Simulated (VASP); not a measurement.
HfB:

```
Hf B
1.0
     0.00000    2.31000    2.31000
     2.31000    0.00000    2.31000
     2.31000    2.31000    0.00000
Hf B
1 1
Direct
  0.50000 0.50000 0.50000
  0.00000 0.00000 0.00000
```

| Quantity | Value |
| --- | --- |
| Program | VASP 6.6.1 |
| Task | relaxation of cell and atoms |
| Functional | LDA |
| Potentials or basis | VASP PAW LDA potentials, release 64 (Hf_pv, B) |
| Cutoff | 600 eV |
| k mesh | 10 × 10 × 10 |
| Occupations | fermi-dirac, width 0.05 eV |
| Spin | no spin polarisation |

At the start: pressure 19.7 GPa; volume 12.33 Å³/atom.

Problem. How do energy, volume and symmetry change on relaxing?

Solution. Over 4 steps the energy falls by 64.6 meV/atom and the volume is 13.46 Å³/atom (+9.2 %); space group Fm-3m (No. 225, to 0.05 Å).

The path:
| step | energy change (eV) | largest force (eV/Å) | pressure (GPa) | volume (Å³) |
| --- | --- | --- | --- | --- |
| 1 | 0.0000 | 0.0000 | 19.72 | 24.65 |
| 2 | 0.0991 | 0.0000 | -18.55 | 30.47 |
| 3 | -0.1290 | 0.0000 | -0.51 | 26.98 |
| 4 | -0.1291 | 0.0000 | -0.04 | 26.91 |

Final structure:
```
Hf B
1.0
     0.00000    2.37855    2.37855
     2.37855    0.00000    2.37855
     2.37855    2.37855    0.00000
Hf B
1 1
Direct
  0.50000 0.50000 0.50000
  0.00000 0.00000 0.00000
```
